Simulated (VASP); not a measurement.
HfB₂ (AlB2 type): the bulk modulus from VASP (plane waves, PAW) at several levels of theory. Static lattice, third-order Birch-Murnaghan fit over five volumes.

```csv
level,bulk modulus (GPa)
LDA,277
PBE,252
PBEsol,265
SCAN,265
r2SCAN,260
```

The cell of the LDA run:

```cif
data_B2Hf
_chemical_formula_sum 'Hf1 B2'
_space_group_name_H-M_alt 'P 1'
_space_group_IT_number 1
_cell_length_a 3.10439
_cell_length_b 3.10439
_cell_length_c 3.42883
_cell_angle_alpha 90.000
_cell_angle_beta 90.000
_cell_angle_gamma 120.000
loop_
_space_group_symop_operation_xyz
  'x, y, z'
loop_
_atom_site_label
_atom_site_type_symbol
_atom_site_fract_x
_atom_site_fract_y
_atom_site_fract_z
_atom_site_occupancy
Hf1 Hf 0.00000 0.00000 0.00000 1
B1 B 0.33333 0.66667 0.50000 1
B2 B 0.66667 0.33333 0.50000 1
```

Only levels that ran to the end are used. Left out are those held back, those with too coarse a band path, GW runs whose mesh misses a band edge, hybrids' fits of cells that aren't cubic and levels without matching references; a question may draw on a part of the rest.

The compound is HfB2 in the AlB2 type structure.
